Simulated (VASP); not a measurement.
# Relaxed cell of Ag (Silver): a test of cutoff and mesh, part 2 of 2

Aim: test the relaxed volume of Ag (Silver) against cutoff and mesh. The starting structure is a measured crystal structure from the Crystallography Open Database. The first relaxation on each setting starts from this cell expanded by 3 % in volume.

VASP 6.6.1.

Results so far: reference 16.65 Å³ an atom; a cutoff of 250 eV 16.25 Å³ an atom; a 10×10×10 mesh 16.69 Å³ an atom.

## Step 5: Relaxation with a cutoff of 600 eV

Level of this step: PBEsol; plane waves and PAW (Ag) (VASP).

Against step 2 the input has ENCUT = 600. This run starts from the cell of an earlier relaxation, which isn't shown; the restart sets up the plane waves anew.

INCAR reads:

```
SYSTEM = Ag
PREC = Accurate
ENCUT = 600
EDIFF = 1E-06
NELM = 100
ISMEAR = 1
SIGMA = 0.15
LREAL = .FALSE.
ALGO = Normal
GGA = PS
NBANDS = 11
LORBIT = 11
LWAVE = .FALSE.
LCHARG = .FALSE.
KPAR = 4
IBRION = 2
NSW = 50
ISIF = 3
EDIFFG = -0.006
```

POSCAR reads:

```
Ag
1.0
    0.0000000000      2.0261275539      2.0261275539
    2.0261275539      0.0000000000      2.0261275539
    2.0261275539      2.0261275539      0.0000000000
Ag
1
Direct
    0.0000000000      0.0000000000      0.0000000000
```

KPOINTS reads:

```
Automatic mesh
0
Gamma
18 18 18
0 0 0
```

PAW data sets: Ag (PBE family, release 64).

The run is started by

```sh
$ mpirun -np 4 vasp_std
```

Output:

```text
[... set-up lines as in an earlier step ...]
 entering main loop
       N       E                     dE             d eps       ncg     rms          rms(c)
DAV:   1     0.541910502699E+02    0.54191E+02   -0.61242E+03  4346   0.103E+03
DAV:   2    -0.287944066163E+01   -0.57070E+02   -0.54110E+02  4818   0.213E+02
DAV:   3    -0.366681464481E+01   -0.78737E+00   -0.78681E+00  4822   0.269E+01
DAV:   4    -0.366913251694E+01   -0.23179E-02   -0.23177E-02  4725   0.151E+00
[...]
DAV:   9    -0.331172133995E+01   -0.86574E-05   -0.12507E-05  4803   0.295E-02    0.176E-02
DAV:  10    -0.331172330520E+01   -0.19653E-05   -0.25397E-06  4754   0.141E-02    0.397E-03
DAV:  11    -0.331172311077E+01    0.19444E-06   -0.80062E-08  2466   0.259E-03
   1 F= -.33117231E+01 E0= -.33117860E+01  d E =-.331172E+01
[...]
reached required accuracy - stopping structural energy minimisation
```

Wall time 3.6 s (4 MPI ranks of Intel Xeon 6975P-C (Granite Rapids), shared host); peak memory 0.63 GiB; 12 s of CPU time.

Parts of OUTCAR (step 5):

```text
  Total       -0.0054747     -0.0054747     -0.0054747      0.0000000      0.0000000      0.0000000
  in kB       -0.5272822     -0.5272822     -0.5272822      0.0000000      0.0000000      0.0000000
  external PRESSURE =      -0.5272822 kB  Pullay stress =       0.0000000 kB

 POSITION                                       TOTAL-FORCE (eV/Angst)
 -----------------------------------------------------------------------------------
      0.00000      0.00000      0.00000         0.000000      0.000000      0.000000
 -----------------------------------------------------------------------------------
    total drift:                               -0.000000      0.000000     -0.000000

  FREE ENERGIE OF THE ION-ELECTRON SYSTEM (eV)
  ---------------------------------------------------
  free  energy   TOTEN  =        -3.3117231108 eV

  energy  without entropy=       -3.3119117449  energy(sigma->0) =       -3.31178599

[... 2 parts as in an earlier step ...]

[... 2 further parts left out ...]
[key lines of the parts left out:]
E-fermi :   8.5315
```

With a cutoff of 600 eV the cell ends at 16.635 Å³ an atom, -0.07 % from the reference.

## Step 6: Relaxation with a 26×26×26 mesh

Against step 2 the input has a 26×26×26 mesh. This run starts from the cell of an earlier relaxation, which isn't shown; the restart sets up the plane waves anew.

INCAR, as its differences from that of step 5:

```diff
@@ -2,3 +2,3 @@
 PREC = Accurate
-ENCUT = 600
+ENCUT = 450
 EDIFF = 1E-06
```

POSCAR reads:

```
Ag
1.0
    0.0000000000      2.0261053176      2.0261053176
    2.0261053176      0.0000000000      2.0261053176
    2.0261053176      2.0261053176      0.0000000000
Ag
1
Direct
    0.0000000000      0.0000000000      0.0000000000
```

KPOINTS reads:

```
Automatic mesh
0
Gamma
26 26 26
0 0 0
```

The run is started by

```sh
$ mpirun -np 4 vasp_std
```

Output:

```text
[... set-up lines as in an earlier step ...]
 entering main loop
       N       E                     dE             d eps       ncg     rms          rms(c)
DAV:   1     0.445265461071E+02    0.44527E+02   -0.51134E+03 11501   0.801E+02
DAV:   2    -0.304958614693E+01   -0.47576E+02   -0.45090E+02 12568   0.186E+02
DAV:   3    -0.366820963484E+01   -0.61862E+00   -0.61837E+00 12823   0.230E+01
DAV:   4    -0.366991692528E+01   -0.17073E-02   -0.17072E-02 12223   0.126E+00
[...]
DAV:   9    -0.331053890413E+01   -0.96870E-05   -0.11271E-05 12617   0.270E-02    0.162E-02
DAV:  10    -0.331054114348E+01   -0.22394E-05   -0.23814E-06 12510   0.133E-02    0.479E-03
DAV:  11    -0.331054099474E+01    0.14874E-06   -0.85827E-08  6434   0.266E-03
   1 F= -.33105410E+01 E0= -.33106590E+01  d E =-.331054E+01
[...]
reached required accuracy - stopping structural energy minimisation
```

Elapsed: 6.4 s, on 4 MPI ranks; peak memory 0.7 GiB.

OUTCAR, selected parts (step 6):

```text
  Total       -0.0035399     -0.0035399     -0.0035399      0.0000000      0.0000000      0.0000000
  in kB       -0.3409458     -0.3409458     -0.3409458      0.0000000      0.0000000      0.0000000
  external PRESSURE =      -0.3409458 kB  Pullay stress =       0.0000000 kB

 POSITION                                       TOTAL-FORCE (eV/Angst)
 -----------------------------------------------------------------------------------
      0.00000      0.00000      0.00000        -0.000000      0.000000      0.000000
 -----------------------------------------------------------------------------------
    total drift:                                0.000000      0.000000      0.000000

  FREE ENERGIE OF THE ION-ELECTRON SYSTEM (eV)
  ---------------------------------------------------
  free  energy   TOTEN  =        -3.3105409947 eV

  energy  without entropy=       -3.3108950336  energy(sigma->0) =       -3.31065901

[... 1 part as in an earlier step ...]

[... 3 further parts left out ...]
[key lines of the parts left out:]
E-fermi :   8.6193
```

With a 26×26×26 mesh the cell ends at 16.635 Å³ an atom, -0.08 % from the reference.

## Step 7: Comparison

```tsv
run	volume (Å³/atom)	change (%)	pressure left (GPa)	core minutes
reference	16.647	-	-0.03	0.6
a cutoff of 250 eV	16.25	-2.39	0.0	0.4
a 10×10×10 mesh	16.686	0.23	-0.03	0.28
a cutoff of 600 eV	16.635	-0.07	-0.05	0.76
a 26×26×26 mesh	16.635	-0.08	-0.03	1.35
```

Core minutes are wall time times ranks, summed over the relaxations behind a row (those for a bulk modulus apart), on shared hosts.

## Step 8: Summary of results

* volume of the reference: 16.65 Å³/atom
* volume against the reference, a cutoff of 250 eV: -2.39 %
* volume against the reference, a 10×10×10 mesh: +0.23 %
* volume against the reference, a cutoff of 600 eV: -0.07 %
* volume against the reference, a 26×26×26 mesh: -0.08 %

In words: The volume moves most with a cutoff of 250 eV: -2.39 % against the reference (450 eV, 18×18×18 mesh). On finer settings it changes by -0.07 % with a cutoff of 600 eV and -0.08 % with a 26×26×26 mesh. The relaxations stop with up to 0.05 GPa left, which at a bulk modulus of 50 GPa, to name a scale, is 0.11 % of the volume. That understates it: a restart alone still moved the volume by up to 1.3 %. A cell that shrinks at the lower cutoff is the usual mark of Pulay stress, the error that a plane-wave basis makes when it is kept while the volume changes. Further runs on this material are not shown.

[Lines on the potential files, build, host, timing and source positions are cut from VASP's logs without a mark.]

[Logs are printed without paths, hosts, clocks, repeated set-up lines and the standing remarks that a program may print on its own settings, such as how far it seeks lower states.]

[Hosts, paths, dates, database ids (printed as entryN), source tags and the programs' standing remarks are cut or masked in the printed files.]
